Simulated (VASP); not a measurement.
Runs of VASP 6.6.1 on WC. The structure is hexagonal, space group P-6m2 (No. 187). The conventional cell has a = 2.907 Å, b = 2.907 Å, c = 2.837 Å, α = 90.00°, β = 90.00°, γ = 120.00°. W (site symmetry -6m2) has 6 C at 2.20 Å as nearest neighbours. Around C (site symmetry -6m2) lie 6 W at 2.20 Å. 

```csv
k mesh,cutoff (eV),mesh quality,gap on the mesh (eV),pressure (GPa)
12 × 12 × 10,520,not flagged,none,6.8
12 × 12 × 10,450,not flagged,none,-
12 × 12 × 10,600,not flagged,none,(a)
6 × 6 × 4,520,coarse,none,7.1
```

Alike in all rows: task single point; level PBE; potentials or basis VASP PAW PBE potentials, release 64 (W_sv, C); no spin polarisation; cell as given; smearing gaussian 0.1 eV.

Problem. Estimate the missing entries.

Solution. (a) 6.7.

Caveats: some runs use coarse meshes; the cutoff is under 1.25 times the usual one of these potentials, so pressure, stress and relaxed cells hold a basis-set (Pulay) error (some runs).

A k mesh can miss the band edges, and the runs leave out spin-orbit coupling on W.

A gap of «none» marks a metal or a gap under the smearing width.
